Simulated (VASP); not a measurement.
All values below come from PBE GGA, VASP's PBE PAW potentials (set 64) (plane waves; VASP).

VASP ran on this input.

**INCAR**
```
SYSTEM = Be
PREC = Accurate
ENCUT = 400
EDIFF = 1E-6
NELM = 100
ALGO = Normal
LREAL = .FALSE.
LASPH = .TRUE.
ISMEAR = -1
SIGMA = 0.5
GGA = PE
LWAVE = .FALSE.
LCHARG = .FALSE.
ISIF = 2
```

**POSCAR**
```
Be
1
    1.1247530000    -2.0059650000     0.0000000000
    1.1247530000     2.0059650000     0.0000000000
    0.0000000000     0.0000000000     3.5176900000
Be
2
Direct
  0.3333330000   0.6666670000   0.2500000000
  0.6949610000   0.3616270000   0.7500000000
```

### KPOINTS
```
Automatic
0
gamma
17 17 9
0 0 0
```

POTCAR, in this order: Be (PBE.64 set). Program: vasp_std.

Question: What will the output report for the number of irreducible k-points (NKPTS), number of bands (NBANDS), largest plane-wave count, number of space-group operations, FFT grid (NGX, NGY, NGZ)?

Answer: 
- number of irreducible k-points (NKPTS) = 725
- number of bands (NBANDS) = 6
- largest plane-wave count = 298
- number of space-group operations = 4
- FFT grid (NGX, NGY, NGZ) = 16 × 16 × 24

The compound is Be in the hcp structure. The cell was not relaxed at this level, atoms are displaced from their ideal sites. The run is one of a series of settings (ISMEAR = -1, SIGMA = 0.5 against the base run), some of them coarse on purpose.
